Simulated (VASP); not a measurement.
Here is the system:

```yaml
crystal:
  lattice:
    - [0.00000, 2.43818, 2.43818]
    - [2.43818, 0.00000, 2.43818]
    - [2.43818, 2.43818, 0.00000]
  atoms:
    - { symbol: Be, position: [0.00000, 0.00000, 0.00000] }
    - { symbol: S, position: [0.25000, 0.25000, 0.25000] }
```

Level of theory: PW91 GGA, VASP's PBE PAW potentials (set 64) (plane waves; VASP). Run with 520 eV cut-off, Gaussian smearing of 0.050 eV, potentials Be S.

Problem. Give the energies of bands 2 to 7 at the high-symmetry points, in eV from the valence-band maximum.

Solution. 
| band | Γ | X | U | L | W |
|---|---|---|---|---|---|
| 2 | 0.00 | -4.93 | -4.47 | -5.67 | -4.18 |
| 3 | 0.00 | -2.58 | -4.00 | -1.01 | -3.78 |
| 4 | 0.00 | -2.58 | -2.14 | -1.01 | -3.26 |
| 5 | 5.70 | 3.16 | 4.40 | 5.43 | 6.46 |
| 6 | 5.70 | 4.94 | 7.50 | 6.59 | 8.12 |
| 7 | 5.70 | 12.67 | 10.50 | 6.59 | 8.40 |

The gap is indirect, 3.16 eV, from the valence maximum at Γ to the conduction minimum at X.

The compound is BeS in the zinc blende structure. It was relaxed first.
